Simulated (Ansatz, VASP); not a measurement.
# Cross-check of HfGe (zincblende type (invented)) between VASP and Ansatz, part 2 of 2

Wanted: the spread between two codes on one cell, functional and k mesh. The cell is generated by rule, not measured, and may not be a known phase. Of the first pair: The two relaxations start from unlike cells of this crystal (the structure described is Ansatz's start), so only their ends are compared.

VASP 6.6.1 and Ansatz 0.2.0.

So far: The starting structure; VASP: relaxation of cell and atoms, PBE, pair 1; Ansatz: relaxation of cell and atoms, PBE, pair 1; Differences.

## 5. VASP: relaxation of cell and atoms, PBE, pair 2

Level of this step: PBE; plane waves and PAW (Hf_pv, Ge_d); invented cell (VASP).

The relaxed volume is the usual yardstick between codes: in a stiff, nearly cubic crystal its relative difference is about their pressure difference at one cell divided by the bulk modulus. Its start cell is another than that of the pair before, and may be another structure of the material.

INCAR reads:

```
SYSTEM = HfGe
PREC = Accurate
ENCUT = 500
EDIFF = 1E-07
NELM = 120
ISMEAR = 0
SIGMA = 0.01
LREAL = .FALSE.
ALGO = Normal
GGA = PE
NBANDS = 18
LASPH = .TRUE.
LORBIT = 11
LWAVE = .FALSE.
LCHARG = .FALSE.
ISIF = 3
IBRION = 2
NSW = 80
EDIFFG = -0.005
GGA_COMPAT = .FALSE.
NELMIN = 4
EFERMI = MIDGAP
KPAR = 2
```

POSCAR reads:

```
HfGe
1.0
    0.0000000000      3.0534440000      3.0534440000
    3.0534440000      0.0000000000      3.0534440000
    3.0534440000      3.0534440000      0.0000000000
Hf Ge
1 1
Direct
    0.0000000000      0.0000000000      0.0000000000
    0.7500000000      0.7500000000      0.7500000000
```

KPOINTS reads:

```
Automatic mesh
0
Gamma
10 10 10
0 0 0
```

Potentials, in the order of the species: Hf_pv and Ge_d (PBE family, release 64).

Started as:

```bash
mpirun -np 2 vasp_std
```

Numbers of over 12 decimals in the logs are rounded to 6 here.

The program printed:

```text
[... set-up lines as in an earlier step ...]
 entering main loop
       N       E                     dE             d eps       ncg     rms          rms(c)
DAV:   1     0.154620613603E+03    0.15462E+03   -0.12593E+04  1798   0.247E+03
DAV:   2     0.283615335202E+01   -0.15178E+03   -0.14792E+03  1824   0.529E+02
DAV:   3    -0.146755714958E+02   -0.17512E+02   -0.17380E+02  2082   0.114E+02
DAV:   4    -0.152731063577E+02   -0.59753E+00   -0.59696E+00  2070   0.223E+01
[...]
DAV:  12    -0.137390990457E+02    0.43916E-05   -0.47150E-05  1818   0.482E-02    0.115E-02
DAV:  13    -0.137390989115E+02    0.13419E-06   -0.28808E-06  1814   0.116E-02    0.207E-03
DAV:  14    -0.137390989562E+02   -0.44666E-07   -0.49333E-07  1542   0.383E-03
   1 F= -.13739099E+02 E0= -.13739099E+02  d E =-.137391E+02
[...]
N       E                     dE             d eps       ncg     rms          rms(c)
DAV:   1    -0.137588748999E+02   -0.19776E-01   -0.30870E-01  2232   0.754E+00    0.125E+00
[...]
DAV:   7    -0.137393105465E+02    0.10016E-05   -0.17558E-06  2224   0.151E-02    0.248E-03
DAV:   8    -0.137393106283E+02   -0.81733E-07   -0.32504E-08  1008   0.167E-03
   2 F= -.13739311E+02 E0= -.13739311E+02  d E =-.211672E-03
 trial-energy change:   -0.000212  1 .order   -0.000202   -0.001304    0.000900
 step:   0.5980(harm=  0.5918)  dis= 0.00000  next Energy=   -13.739491 (dE=-0.392E-03)
[...]
N       E                     dE             d eps       ncg     rms          rms(c)
DAV:   1    -0.137426556232E+02   -0.33451E-02   -0.50472E-02  2232   0.310E+00    0.508E-01
DAV:   2    -0.137402511642E+02    0.24045E-02   -0.44214E-03  2208   0.837E-01    0.162E-01
DAV:   3    -0.137396041685E+02    0.64700E-03   -0.97846E-04  2216   0.338E-01    0.609E-02
DAV:   4    -0.137395082200E+02    0.95949E-04   -0.61940E-05  2552   0.588E-02    0.382E-02
DAV:   5    -0.137394897817E+02    0.18438E-04   -0.99273E-06  1816   0.318E-02    0.141E-02
DAV:   6    -0.137394885041E+02    0.12776E-05   -0.20806E-06  2260   0.177E-02    0.272E-03
DAV:   7    -0.137394885432E+02   -0.39041E-07   -0.23727E-07  1120   0.584E-03
   3 F= -.13739489E+02 E0= -.13739489E+02  d E =-.389587E-03
[...]
reached required accuracy - stopping structural energy minimisation
```

Parts of OUTCAR (step 5):

```text
  Total        0.0005056      0.0005056      0.0005056      0.0000000     -0.0000000      0.0000000
  in kB        0.0143097      0.0143097      0.0143097      0.0000000     -0.0000000      0.0000000
  external PRESSURE =       0.0143097 kB  Pullay stress =       0.0000000 kB

 POSITION                                       TOTAL-FORCE (eV/Angst)
 -----------------------------------------------------------------------------------
      0.00000      0.00000      0.00000        -0.000000     -0.000000     -0.000000
      4.57130      4.57130      4.57130         0.000000      0.000000      0.000000
 -----------------------------------------------------------------------------------
    total drift:                               -0.000000     -0.000000      0.000000

  FREE ENERGIE OF THE ION-ELECTRON SYSTEM (eV)
  ---------------------------------------------------
  free  energy   TOTEN  =       -13.7394885432 eV

  energy  without entropy=      -13.7394885432  energy(sigma->0) =      -13.73948854

[... 1 part as in an earlier step ...]

[... 3 further parts left out ...]
[key lines of the parts left out:]
E-fermi :   2.6521
```

## 6. Ansatz: relaxation of cell and atoms, PBE, pair 2

The same cell, functional, mesh and smearing now go to Ansatz, which takes its cutoff from its data sets.

The cell is taken from a series of runs on this material, whose earlier steps may have relaxed, scaled, displaced or heated it; both programs get it as it stands.

input.yaml reads:

```yaml
crystal:
  lattice:
    - [0.0, 3.053443898, 3.053443898]
    - [3.053443898, 0.0, 3.053443898]
    - [3.053443898, 3.053443898, 0.0]
  atoms:
    - { symbol: Hf, position: [0.0, 0.0, 0.0] }
    - { symbol: Ge, position: [0.75, 0.75, 0.75] }
kpoints:
  mp_grid: { grid: [10, 10, 10] }
hamiltonian:
  xc: pbe
scf:
  occupations: { method: gaussian, width: 0.01 }
output:
  forces: true
  stress: true
  eigenvalues: true
relax:
  adjacent_minimum: "off"
  f_tol: 0.005
  max_steps: 80
  cell: { stress_tol: 0.05 }
```

Started as:

```bash
ansatz run input.yaml --threads 2 --pin off --max-ram 5120MiB --backend cpu --events-out ev --progress --plain --runs-dir out
```

The program printed:

```text
[...]
Crystal: 2 atoms, lattice volume = 56.938 Å³
Basis set: ecut = 420 eV, 1139 PW (Γ), exchange–correlation on 60×60×60 points (8 copies of the dense FFT grid, shifted against one another)
Bands: 24, of which v1, the nominal top of the filled ones, is band 20 counted from 1 (19 counted from 0)
Symmetry: 24 space group operations
[...]
k-points: 47 of 1000 (time reversal used)
[...]
k-point 46: bands = [... 16 lower, 2.7826, 7.4238, 8.2841, 9.6676, 10.1969, 11.7626, 12.2025, 13.1019]
--- Relaxed structure (2 steps of the walk, 2 accepted, 1 SCFs on fresh bases) ---
[...]
cell:  # Å, volume = 56.8489 Å³
    - [0, 3.051856, 3.051856]
    - [3.051856, 0, 3.051856]
    - [3.051856, 3.051856, 0]
  atoms:
    - { symbol: Hf, position: [0, 0, 0] }
    - { symbol: Ge, position: [0.75, 0.75, 0.75] }
[key lines of the parts left out:]
SCF converged after 5 iterations
Free energy (F): -20015.633778 eV
Fermi energy:    9.953758 eV
P = ⅓ Tr σ = 0.0389 GPa (0.389 kbar)
```

## 7. Side by side

What differs besides the data sets and the points named for the pairs above, as far as they apply: the data sets hold 40 valence electrons in Ansatz (on its default PAW (the set named soft_2) files) and 24 in VASP. Total energies have different zeros and are not compared.

Both answers:

```
                                         quantity  Ansatz   VASP  difference
                                      volume (Å³)   56.85  56.61     +0.43 %
edge a after relaxation, in the typed setting (Å)   4.316  4.310     +0.14 %
```

## 8. What came out

```json
{
  "difference in volume (relaxation of cell and atoms, PBE, pair 1)": "0.67 %",
  "difference in volume (relaxation of cell and atoms, PBE, pair 2)": "0.43 %"
}
```

The difference in volume is 0.67 % (relaxation of cell and atoms, PBE, pair 1), within the 1.2 % picked in this series as the mark of a large difference, as far as the stopping tolerances let one tell. The data sets hold unlike numbers of valence electrons (40 in Ansatz and 24 in VASP), so part of the differences comes from the potentials. Such differences can come from data sets, numerical settings and the points named under the comparisons, not from the functional's error against experiment.

[Lines on the potential files, build, host, timing and source positions are cut from VASP's logs without a mark.]

[Logs are printed without paths, hosts, clocks, repeated set-up lines and the standing remarks that a program may print on its own settings, such as how far it seeks lower states.]

[Hosts, paths, dates, database ids (printed as entryN), source tags and the programs' standing remarks are cut or masked in the printed files.]
